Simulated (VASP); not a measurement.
Here is the system:

```yaml
crystal:
  lattice:
    - [0.00000, 2.49046, 2.49046]
    - [2.49046, 0.00000, 2.49046]
    - [2.49046, 2.49046, 0.00000]
  atoms:
    - { symbol: Sc, position: [0.00000, 0.00000, 0.00000] }
    - { symbol: C, position: [0.25000, 0.25000, 0.25000] }
```

These are LDA (Ceperley-Alder, Perdew-Zunger), VASP's LDA PAW potentials (set 64) (plane waves; VASP) values and carry that method's errors. Settings: 520 eV cut-off, 11×11×11 Γ-centred mesh, first-order Methfessel-Paxton smearing of 0.10 eV, potentials Sc_sv C.

Q: What does the run give for the energy per atom (σ→0), band gap (on the k-mesh) with the smallest direct gap where there is one?

A: 
| Quantity | Value |
|---|---|
| band gap (on the k-mesh) | none (metal, semimetal or under 0.01 eV) |
| energy per atom (σ→0) | -7.925 eV/atom |

The absolute energy has meaning only against runs of the same code, potentials and settings.

The structure was generated: ScC was put into the zinc blende type (F-43m), which need not be its known phase. It was relaxed first, which changed the volume by -33 %. The start is the result of an earlier pass. The electron count is odd and the run is not spin-polarised, which forces a metal.
